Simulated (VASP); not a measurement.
Input for VASP

**INCAR**
```
LWAVE=.FALSE.
ENCUT=620   ! plane-wave cut-off (eV)
ISIF=3
PREC=Accurate
NELM=100
SIGMA=0.05   ! width (eV)
LMAXMIX=4
SYSTEM=PbO
LREAL=.FALSE.   ! projection in real space or not
EDIFF=1E-6   ! SCF stop (eV)
GGA=PE
LCHARG=.FALSE.
IBRION=2   ! conjugate gradients
ALGO=Normal
PSTRESS=300   ! kbar
NSW=40   ! most ionic steps
LASPH=.TRUE.   ! aspherical one-centre terms
ISMEAR=0
EDIFFG=-0.02   ! ionic stop
```

**POSCAR**
```
PbO
1
    4.0230727960     0.0000000000     0.0000000000
    0.0000000000     4.0230727960     0.0000000000
    0.0000000000     0.0000000000     3.4901718307
Pb O
2 2
Direct
  0.5000000000   0.0000000000   0.6836634431
  0.0000000000   0.5000000000   0.3163365569
  0.5000000000   0.5000000000   0.0000000000
  0.0000000000   0.0000000000   0.0000000000
```

### KPOINTS
```
Automatic mesh
0
Gamma
6 6 6
0 0 0
```

POTCAR, in this order: Pb_d O (PBE.64 set). Program: vasp_std.

Task: Write an equivalent input for Ansatz.

Result: One equivalent input (not run):
Ansatz 0.2 input:
```yaml
crystal:
  lattice:
    - [4.0230728, 0.0000000, 0.0000000]
    - [0.0000000, 4.0230728, 0.0000000]
    - [0.0000000, 0.0000000, 3.4901718]
  atoms:
    - { symbol: Pb, position: [0.5000000, 0.0000000, 0.6836634] }
    - { symbol: Pb, position: [0.0000000, 0.5000000, 0.3163366] }
    - { symbol: O, position: [0.5000000, 0.5000000, 0.0000000] }
    - { symbol: O, position: [0.0000000, 0.0000000, 0.0000000] }
kpoints:
  mp_grid: { grid: [6, 6, 6] }
hamiltonian:
  xc: pbe
  pseudopotentials: { kind: paw }
scf:
  occupations: { method: gaussian, width: 0.05 }
  max_iter: 100
relax:
  max_steps: 40
  f_tol: 0.02
  cell: { p_target: 30 }
output: { forces: true, stress: true, eigenvalues: true }
```
The two are equivalent in intent, not identical: each code has its own PAW files, so the cut-off isn't converted (ENCUT is set for VASP's; basis.ecutwfc is left out, and Ansatz then takes the one that its files recommend); Ansatz stops its SCF on the density residual and VASP on the energy change (EDIFF).

The compound is PbO in the litharge structure. It was relaxed first under an external pressure of 30 GPa.
